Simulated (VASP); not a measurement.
Consider the following.

```xyz
3
Lattice="0.0000 2.7017 2.7017 2.7017 0.0000 2.7017 2.7017 2.7017 0.0000" Properties=species:S:1:pos:R:3 pbc="T T T"
Cd     0.0000     0.0000     0.0000
F      1.3508     1.3508     1.3508
F      4.0525     4.0525     4.0525
```

Level of theory: r2SCAN meta-GGA, VASP's PBE PAW potentials (set 64) (plane waves; VASP). Settings: 600 eV cut-off, 6×6×6 Γ-centred mesh, Gaussian smearing of 0.050 eV, potentials Cd F.

Stress in GPa, positive for a compressed cell; the cube axes lie along x, y and z, and the ions stay on their sites.

| strain | σxx | σyy | σzz |
|---|---|---|---|
| none | -0.19 | -0.19 | -0.19 |
| εxx = +0.5 %, εyy = +0.5 %, εzz = +0.5 % | -1.83 | -1.83 | -1.83 |
| εxx = +1.0 %, εyy = +1.0 % | -2.69 | -2.69 | -1.57 |

### Question
Fit C11 and C12 to these rows, and predict the stress for εxx = +4.0 %, εyy = +4.0 %, εzz = +4.0 %.

### Answer
Least squares on Δσ_i = −C11 ε_i − C12 (ε_j + ε_k) over all components shown gives C11 = 182 GPa and C12 = 70 GPa, and so σxx, σyy, σzz = -13.08, -13.08, -13.08 GPa. The run gave -10.27, -10.27, -10.27 GPa; the difference holds the non-linear terms and numerical noise.

Left out are shears, moved atoms, failed runs and, from the fit, strains over 2.5 %.

The compound is CdF2 in the fluorite structure.
